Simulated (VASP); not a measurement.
A VASP calculation is set up with these files.

POSCAR:
```
RbCl
1
    0.0000000000     3.4537303192     3.4537303192
    3.4537303192     0.0000000000     3.4537303192
    3.4537303192     3.4537303192     0.0000000000
Rb Cl
1 1
Direct
  0.0000000000   0.0000000000   0.0000000000
  0.5000000000   0.5000000000   0.5000000000
```

File KPOINTS:
```
Automatic mesh
0
Gamma
8 8 8
0 0 0
```

### INCAR
```
! general
SYSTEM =RbCl
PREC   =Accurate
ENCUT  =520
LREAL  =.FALSE.
LASPH  =.TRUE.

! electronic loop
EDIFF  =1E-7
NELM   =100
ALGO   =Normal
LMAXMIX=4

! smearing
ISMEAR =-5

! functional
GGA    =RP

! ions
ISIF   =2

! output
LWAVE  =.FALSE.
LCHARG =.TRUE.
LORBIT =11
NEDOS  =601
```

POTCAR, in this order: Rb_sv Cl (PBE.64 set). Program: vasp_std.

**Question.** Translate this RPBE calculation to Quantum ESPRESSO's pw.x.

**Answer.** One equivalent input (not run):
```
&CONTROL
  calculation = 'scf'
  pseudo_dir = './pseudo'
  outdir = './out'
  tprnfor = .true.
  tstress = .true.
/
&SYSTEM
  ibrav = 0
  nat = 2
  ntyp = 2
  ecutwfc = 58
  occupations = 'tetrahedra'
  input_dft = 'rpbe'
/
&ELECTRONS
  conv_thr = 7.3e-09
  electron_maxstep = 100
/
ATOMIC_SPECIES
  Rb 85.468 Rb.upf
  Cl 35.450 Cl.upf
CELL_PARAMETERS angstrom
     0.0000000    3.4537303    3.4537303
     3.4537303    0.0000000    3.4537303
     3.4537303    3.4537303    0.0000000
ATOMIC_POSITIONS crystal
  Rb   0.0000000  0.0000000  0.0000000
  Cl   0.5000000  0.5000000  0.5000000
K_POINTS automatic
  8 8 8 0 0 0
```
Limits of the translation: the potentials are each code's own (VASP's PAW set, PseudoDojo norm-conserving files in pw.x), so ENCUT and ecutwfc are chosen apart and not converted; conv_thr bounds pw.x's estimated SCF error, while EDIFF bounds the energy change between steps.

The compound is RbCl in the rock salt structure. It was relaxed first, which changed the volume by +16 %.
